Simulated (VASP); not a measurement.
Method: SCAN meta-GGA, VASP's PBE PAW potentials (set 64) (plane waves; VASP).

VASP input:

### KPOINTS
```
Automatic mesh
0
Gamma
6 6 6
0 0 0
```

### POSCAR
```
KZnF3
1
    4.1123287597     0.0000000000     0.0000000000
    0.0000000000     4.1123287597     0.0000000000
    0.0000000000     0.0000000000     4.1123287597
K Zn F
1 1 3
Direct
  0.0000000000   0.0000000000   0.0000000000
  0.5000000000   0.5000000000   0.5000000000
  0.5000000000   0.0000000000   0.5000000000
  0.0000000000   0.5000000000   0.5000000000
  0.5000000000   0.5000000000   0.0000000000
```

**INCAR**
```
SYSTEM=KZnF3
PREC=Accurate; ENCUT=520; LREAL=F
LASPH=T
EDIFF=1E-7; NELM=100; ALGO=Normal
LMAXMIX=4; LMIXTAU=T
ISMEAR=0; SIGMA=0.05
METAGGA=SCAN
ISIF=2
LWAVE=F; LCHARG=F
```

POTCAR, in this order: K_sv Zn F (PBE.64 set). Program: vasp_std.

**Question.** Predict the energy per atom (σ→0), pressure, band gap (on the k-mesh).

**Answer.** 
energy per atom (σ→0): -9.260 eV/atom
band gap (on the k-mesh): 4.37 eV
pressure: -4.30 GPa

### OSZICAR
```
...
DAV:  24    -0.462999748696E+02    0.19942E-05   -0.10417E-07   739   0.745E-03    0.136E-03
DAV:  25    -0.462999745374E+02    0.33226E-06   -0.12900E-07   701   0.736E-03    0.150E-03
DAV:  26    -0.462999751770E+02   -0.63961E-06   -0.43858E-08   535   0.235E-03    0.856E-04
DAV:  27    -0.462999756290E+02   -0.45204E-06   -0.26111E-08   544   0.177E-03    0.523E-04
DAV:  28    -0.462999758616E+02   -0.23260E-06   -0.89650E-09   515   0.104E-03    0.258E-04
DAV:  29    -0.462999761036E+02   -0.24201E-06   -0.66902E-09   515   0.811E-04    0.868E-05
DAV:  30    -0.462999760693E+02    0.34362E-07   -0.19826E-09   513   0.409E-04
   1 F= -.46299976E+02 E0= -.46299976E+02  d E =-.512740E-21
```

The compound is KZnF3 in the cubic perovskite structure. This cell is one point of a volume scan, at 1.06 of the reference volume.
